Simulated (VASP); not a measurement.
Method: PBEsol GGA, VASP's PBE PAW potentials (set 64) (plane waves; VASP 6.6.1).

VASP input:

**KPOINTS**
```
Regular mesh
0
Gamma
8 8 8
0 0 0
```

### POSCAR
```
SmMnO3
1
    3.7785256937     0.0000000000     0.0000000000
    0.0000000000     3.7785256937     0.0000000000
    0.0000000000     0.0000000000     3.8051944790
Mn Sm O
1 1 3
Direct
  0.5000000000   0.5000000000   0.4194621106
  0.0000000000   0.0000000000   0.9601013446
  0.5000000000   0.5000000000   0.9172569559
  0.5000000000   1.0000000000   0.4045897945
  0.0000000000   0.5000000000   0.4440095931
```

**INCAR**
```
SYSTEM=SmMnO3
PREC=Accurate; ENCUT=600; LREAL=.FALSE.
LASPH=.TRUE.
EDIFF=1E-7; NELM=100; ALGO=Normal
LMAXMIX=6
ISMEAR=1; SIGMA=0.1
GGA=PS
MAGMOM=2.9 0.0 0.1 0.1 0.1
ISPIN=2
ISIF=2
LWAVE=.FALSE.; LCHARG=.FALSE.; LORBIT=10
```

POTCAR, in this order: Mn_pv Sm_3 O (PBE.64 set). Program: vasp_std.

Output of the run:

File OSZICAR:
```
       N       E                     dE             d eps       ncg     rms          rms(c)
DAV:   1     0.476128350107E+03    0.47613E+03   -0.24559E+04 13500   0.188E+03
DAV:   2    -0.558628684314E+01   -0.48171E+03   -0.46413E+03 14349   0.500E+02
DAV:   3    -0.492073012373E+02   -0.43621E+02   -0.42889E+02 14923   0.150E+02
DAV:   4    -0.503886811064E+02   -0.11814E+01   -0.11536E+01 18004   0.238E+01
DAV:   5    -0.504064029992E+02   -0.17722E-01   -0.17191E-01 16287   0.272E+00    0.320E+01
DAV:   6    -0.482346180926E+02    0.21718E+01   -0.10830E+02 17136   0.822E+01    0.340E+01
DAV:   7    -0.430847028797E+02    0.51499E+01   -0.51466E+01 15150   0.878E+01    0.126E+01
DAV:   8    -0.431533562620E+02   -0.68653E-01   -0.38372E+00 15592   0.128E+01    0.766E+00
DAV:   9    -0.431280543248E+02    0.25302E-01   -0.83919E-01 18408   0.820E+00    0.290E+00
DAV:  10    -0.431385613600E+02   -0.10507E-01   -0.82062E-02 15404   0.205E+00    0.157E+00
DAV:  11    -0.431346044664E+02    0.39569E-02   -0.33153E-02 17960   0.162E+00    0.675E-01
DAV:  12    -0.431348544080E+02   -0.24994E-03   -0.29143E-03 15493   0.551E-01    0.204E-01
DAV:  13    -0.431347673264E+02    0.87082E-04   -0.49709E-04 16903   0.195E-01    0.973E-02
DAV:  14    -0.431347511198E+02    0.16207E-04   -0.10035E-04 15661   0.955E-02    0.514E-02
DAV:  15    -0.431347551469E+02   -0.40271E-05   -0.50022E-05 16472   0.775E-02    0.105E-02
DAV:  16    -0.431347549601E+02    0.18677E-06   -0.10273E-05 18694   0.252E-02    0.547E-03
DAV:  17    -0.431347546785E+02    0.28161E-06   -0.11249E-06 14650   0.741E-03    0.246E-03
DAV:  18    -0.431347545720E+02    0.10646E-06   -0.17199E-07 10105   0.323E-03    0.102E-03
DAV:  19    -0.431347545386E+02    0.33399E-07   -0.22530E-08  8067   0.149E-03
   1 F= -.43134755E+02 E0= -.43134712E+02  d E =-.127252E-03  mag=     3.1685
```

File OUTCAR:
```
------------------------ aborting loop because EDIFF is reached ----------------------------------------
  FORCE on cell =-STRESS in cart. coord.  units (eV):
  Direction    XX          YY          ZZ          XY          YZ          ZX
  --------------------------------------------------------------------------------------
  Total       -0.2593307     -0.4389470     -0.5619648      0.0000000      0.0000000      0.0000000
  in kB       -7.6479113    -12.9449714    -16.5728826      0.0000000      0.0000000      0.0000000
  external PRESSURE =     -12.3885884 kB  Pullay stress =       0.0000000 kB
  volume of cell :       54.33
      direct lattice vectors                 reciprocal lattice vectors
     3.778525694  0.000000000  0.000000000     0.264653487  0.000000000  0.000000000
     0.000000000  3.778525694  0.000000000     0.000000000  0.264653487  0.000000000
     0.000000000  0.000000000  3.805194479     0.000000000  0.000000000  0.262798657
 POSITION                                       TOTAL-FORCE (eV/Angst)
 -----------------------------------------------------------------------------------
      1.88926      1.88926      1.59613         0.000000      0.000000      0.327433
      0.00000      0.00000      3.65337         0.000000      0.000000     -0.149765
      1.88926      1.88926      3.49034         0.000000      0.000000      0.418007
      1.88926      0.00000      1.53954         0.000000      0.000000     -0.121820
      0.00000      1.88926      1.68954         0.000000      0.000000     -0.473855
 -----------------------------------------------------------------------------------
    total drift:                                0.000000      0.000000     -0.001116
  FREE ENERGIE OF THE ION-ELECTRON SYSTEM (eV)
  ---------------------------------------------------
  free  energy   TOTEN  =       -43.1347545386 eV

  energy  without entropy=      -43.1346272864  energy(sigma->0) =      -43.13471212

 total charge

# of ion       s       p       d       tot
------------------------------------------
    1        0.341   6.451   5.123  11.916
    2        2.099   5.955   0.723   8.776
    3        1.554   3.463   0.000   5.018
    4        1.554   3.475   0.000   5.029
    5        1.554   3.468   0.000   5.022
--------------------------------------------------
tot          7.103  22.812   5.846  35.762

 magnetization (x)

# of ion       s       p       d       tot
------------------------------------------
    1        0.012   0.020   2.829   2.861
    2        0.002   0.002   0.018   0.021
    3        0.007   0.044   0.000   0.051
    4        0.006   0.044   0.000   0.050
    5        0.006   0.045   0.000   0.051
--------------------------------------------------
tot          0.033   0.155   2.846   3.034
```
(Selected blocks of OUTCAR.)

The 4f electrons are frozen in the core of the lanthanide potential, so 4f levels, which can set the real gap, and their magnetism are missing. The moments were started parallel, and other spin orders were not tried in this run.

The structure was generated: SmMnO3 was put into the tetragonal-perovskite type (P4mm), which need not be its known phase. This cell was strained or had an atom moved on purpose.
